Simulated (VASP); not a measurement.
Runs of VASP 6.6.1 on Sn. It takes space group I4_1/amd (No. 141, tetragonal). The conventional cell has a = 5.832 Å, b = 5.832 Å, c = 3.182 Å, α = 90.00°, β = 90.00°, γ = 90.00°. Sn (site symmetry -4m2) is surrounded by 6 Sn at 3.02 to 3.18 Å. 

```tsv
task	level	potentials or basis	cell	k mesh	cutoff (eV)	mesh quality	gap on the mesh (eV)	pressure (GPa)	relaxed volume (Å³/atom)
single point	PBEsol	VASP PAW PBE potentials, release 64 (Sn_d)	as given	16 × 16 × 16	520	not flagged	none	-0.4	-
relaxation of cell and atoms	PBE+D3(BJ)	VASP PAW PBE potentials, release 64 (Sn_d)	relaxed	16 × 16 × 16	600	not flagged	none	0.0	27.19
relaxation of cell and atoms	LDA	VASP PAW LDA potentials, release 64 (Sn_d)	relaxed	16 × 16 × 16	600	not flagged	none	0.0	(c)
relaxation of cell and atoms	PBEsol	VASP PAW PBE potentials, release 64 (Sn_d)	relaxed	16 × 16 × 16	480	not flagged	none	0.0	26.85
relaxation of cell and atoms	PBEsol	VASP PAW PBE potentials, release 64 (Sn)	relaxed	16 × 16 × 16	580	not flagged	none	0.0	26.91
relaxation of cell and atoms	PBEsol	VASP PAW PBE potentials, release 64 (Sn_d)	relaxed	16 × 16 × 16	300	not flagged	none	0.0	(b)
relaxation of cell and atoms	PBEsol	VASP PAW PBE potentials, release 64 (Sn_d)	relaxed	6 × 6 × 6	600	coarse	none	0.0	26.82
relaxation of cell and atoms	RPBE	VASP PAW PBE potentials, release 64 (Sn_d)	relaxed	16 × 16 × 16	600	not flagged	none	0.0	(a)
```

Alike in all rows: no spin polarisation; smearing gaussian 0.1 eV.

Question: Estimate the missing entries.

Answer: (a) 29.26; (b) 26.62; (c) 26.19.

Caveats: some runs use coarse meshes; the PAW data sets were made with another functional, which shifts forces and pressure a little (some runs); pairwise dispersion overbinds metals, which lowers pressure and volume (some runs).

A k mesh can miss the band edges, and the runs leave out spin-orbit coupling on Sn.

A gap of «none» marks a metal or a gap under the smearing width.

The runs don't all hold the same shells in valence.
